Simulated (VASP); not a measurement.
Given:

```
CELL_PARAMETERS angstrom
      3.46675     0.00000     0.00000
     -1.73337     3.00229     0.00000
      0.00000     0.00000    11.41679
ATOMIC_POSITIONS crystal
  Na 0.66667 0.33333 0.89293
  Na 0.33333 0.66667 0.39293
  Tl 0.33333 0.66667 0.11566
  Tl 0.66667 0.33333 0.61566
  O  0.00000 0.00000 0.99142
  O  0.00000 0.00000 0.49142
```

Level of theory: PBEsol GGA, VASP's PBE PAW potentials (set 64) (plane waves; VASP). Run with 520 eV cut-off, 8×8×3 Γ-centred mesh, tetrahedra with Blöchl corrections, potentials Na_pv Tl_d O.

What does the run give for the energy per atom (σ→0)?

| Item | Value |
|---|---|
| energy per atom (σ→0) | -4.028 eV/atom |

The structure comes from a computed database's NaTlO entry (P6_3mc); how it stands against other phases isn't given here. It was relaxed first.
